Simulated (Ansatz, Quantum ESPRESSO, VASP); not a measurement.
**One structure in several programs: SrZn5 (P6/mmm, 6 atoms in the cell)**

Self-consistent single point.

```xyz
6
Lattice="5.4863 0.0000 0.0000 -2.7431 4.7513 0.0000 0.0000 0.0000 4.1986" Properties=species:S:1:pos:R:3 pbc="T T T"
Sr     0.0000     0.0000     0.0000
Zn     2.7431     1.5838     0.0000
Zn     0.0000     3.1675     0.0000
Zn     2.7431     0.0000     2.0993
Zn     1.3716     2.3756     2.0993
Zn    -1.3716     2.3756     2.0993
```

All programs got the same cell, k-point mesh and kind of occupations (in Ansatz's words: kpoints.mp_grid.grid = 5 5 5; scf.occupations.method = fermi_dirac; scf.occupations.width = 0.1 eV); potentials, basis and cutoffs are each program's usual ones.

```csv
code,model,pressure (GPa),cutoff
Ansatz,"PBEsol, PAW files made with PBE",-1.42,default
Quantum ESPRESSO,"PBEsol, GBRV 1.5 ultrasoft (PBESOL) pseudopotentials",-1.77,50 Ry
VASP,"PBEsol, VASP's PBE PAW potentials (set 64)",-1.12,300 eV
```

The spread over the programs that give each value: pressure within 0.65 GPa.

The starting cell comes from a database of computed structures (which also holds hypothetical and non-ambient phases and stackings), without a prior relaxation at this level.

Why do the programs differ, and what cannot be compared?

Differences of this kind can come from the potentials, where these differ, and from what each basis and cutoff leave unconverged. The valence holds different numbers of electrons (Ansatz (an electronic-structure program) 70, Quantum ESPRESSO 110, VASP 70). The zero of total energies and Fermi levels follows the potentials and each program's conventions, so they are not compared here. Ansatz's pressure is given at a fixed set of plane waves, as the other plane-wave codes print theirs; with its correction for the finite basis it is -1.34 GPa.

VASP's run is marked for a possible Pulay error in its stress at this cutoff; no cutoff test was made.

Left out of this page: ABINIT, GPAW, CP2K, Elk and SIESTA (not drawn, or without a comparable value); FLEUR (with a known weakness of the program).

Keys are those of Ansatz 0.2.
